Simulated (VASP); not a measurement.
```
CELL_PARAMETERS angstrom
      2.82332     0.00000     0.00000
      0.00000     2.82332     0.00000
      0.00000     0.00000     2.82332
ATOMIC_POSITIONS crystal
  Sn 0.00000 0.00000 0.00000
  O  0.50000 0.50000 0.50000
```

Computed with r2SCAN meta-GGA, VASP's PBE PAW potentials (set 64) (plane waves; VASP). Numerical set-up: 520 eV cut-off, 8×8×8 Γ-centred mesh, Gaussian smearing of 0.050 eV, potentials Sn_d O.

Energy and stress use the plane-wave basis of the starting cell.

Question: The ions, cell shape and volume are relaxed. Give the cell that the relaxation ends in.

Answer: 
```
CELL_PARAMETERS angstrom
      3.09252     0.00000     0.00000
      0.00000     3.09252     0.00000
      0.00000     0.00000     3.09252
ATOMIC_POSITIONS crystal
  Sn 0.00000 0.00000 0.00000
  O  0.50000 0.50000 0.50000
```
Space group Pm-3m (221), at a tolerance of 0.03 Å.

Question: How do energy and volume change from the first to the last step?

Answer: The energy (σ→0) changes by -523.7 meV/atom and the volume by +31.4 %, in 20 ionic steps.

```
step  E(σ→0) (eV)  max force (eV/Å)  pressure (GPa)  volume (Å³)
----  -----------  ----------------  --------------  -----------
1        -30.5065             0.000           59.27        22.51
2        -30.7666             0.000          -22.56        38.97
3        -31.5525             0.000           -1.29        29.91
4        -31.5537             0.000           -0.42        29.68
5        -31.5538             0.000            0.25        29.53
6        -31.5538             0.000            0.26        29.53
7        -31.5538             0.000            0.28        29.53
8        -31.5538             0.000            0.25        29.53
9        -31.5538             0.000            0.25        29.53
10       -31.5538             0.000            0.24        29.53
11       -31.5538             0.000            0.24        29.53
12       -31.5538             0.000            0.25        29.53
13       -31.5538             0.000            0.25        29.53
14       -31.5538             0.000            0.25        29.53
15       -31.5538             0.000            0.26        29.53
16       -31.5538             0.000            0.27        29.53
17       -31.5538             0.000            0.25        29.53
18       -31.5538             0.000            0.17        29.54
19       -31.5538             0.000            0.12        29.55
20       -31.5538             0.000            0.00        29.58
```

The structure was generated: SnO was put into the CsCl type (Pm-3m), which need not be its known phase. This run relaxes it. Symmetry was kept, so distortions that lower it aren't found.
